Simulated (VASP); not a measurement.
Wanted: the native input for a VASP 6.6.1 run.

```yaml
Task: single point
Functional: PBE
Potentials_or_basis: VASP PAW PBE potentials, release 64 (Sn_d, P)
Cutoff: 520 eV
k_mesh: 6 × 6 × 6
Occupations: gaussian, width 0.1 eV
Spin: no spin polarisation
Dipole_correction: no
Further_INCAR_settings: ALGO = Fast; EDIFF = 1e-07; NBANDS = 33
```

The structure of SnP2 lies in POSCAR:

```
SnP2
1.0
   -2.3117848497      3.6978898327      3.9189797487
    2.3117848497     -3.6978898327      3.9189797487
    2.3117848497      3.6978898327     -3.9189797487
Sn P
2 4
Direct
    0.7960000000      0.5460000000      0.2500000000
    0.2040000000      0.4540000000      0.7500000000
    0.2140000000      0.1620000000      0.0520000000
    0.6100000000      0.1620000000      0.4480000000
    0.7860000000      0.8380000000      0.9480000000
    0.3900000000      0.8380000000      0.5520000000
```

The cell was built by a generator and needn't be a form met in nature.

The input as run:

INCAR

```
SYSTEM = SnP2
  ALGO = Fast
  EDIFF = 1E-7
  ENCUT = 520
  GGA = PE
  ISIF = 2
  ISMEAR = 0
  LASPH = .True.
  LCHARG = .False.
  LREAL = .False.
  LWAVE = .False.
  NBANDS = 33
  NELM = 60
  PREC = Accurate
  SIGMA = 0.1
```

KPOINTS

```
k-points
0
Gamma
  6 6 6
  0 0 0
```

Potentials or basis: VASP PAW PBE potentials, release 64 (Sn_d, P).

Command:

```sh
$ cat potpaw_PBE.64/Sn_d/POTCAR potpaw_PBE.64/P/POTCAR > POTCAR
$ mpirun -np 1 vasp_std > vasp.out
```

It gave:

- Pressure: -7.2 GPa
- Largest force: 0.129 eV/Å
- Band gap on the k mesh: none (metal or under the smearing width)

Run time: 3.7 min on 1 thread of AMD EPYC 9R45 96-Core Processor (Zen 5) (shared host), peak memory 0.38 GiB.
